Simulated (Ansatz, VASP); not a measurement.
# Two plane-wave programs on CeC

```xyz
2
Lattice="0.0000 2.7293 2.7293 2.7293 0.0000 2.7293 2.7293 2.7293 0.0000" Properties=species:S:1:pos:R:3 pbc="T T T"
Ce    0.0000    0.0000    0.0000
C     1.3647    1.3647    1.3647
```

Alike in both runs: task single point; functional PBEsol; k mesh 10 × 10 × 10; occupations gaussian, width 0.05 eV; no spin polarisation.

|  | VASP | Ansatz |
| --- | --- | --- |
| version | VASP 6.6.1 | Ansatz 0.2.0 |
| potentials or method | VASP PAW PBE potentials, release 64 (Ce, C) | scalar-relativistic, plane waves, PAW |
| plane-wave cutoff (eV) | 520 | 420 |
| valence electrons in the cell | 16 | 16 |

```tsv
	VASP	Ansatz	Ansatz less VASP
gap on the k mesh at the Fermi level (eV)	0.09	0.09	0.000
least direct gap on the mesh (eV)	0.76	0.76	+0.003
pressure (GPa)	-1.9	-1.8	+0.04
```

Caveats: the PAW data sets were made with another functional, which shifts forces and pressure a little (VASP); spin-orbit coupling is left out, which moves the levels of the heavy elements; without U or exact exchange the open f shell lies at the Fermi level, which spoils levels, moments and volumes. Spin polarisation is off, so any magnetic state and its effect on volume and gap are missing.
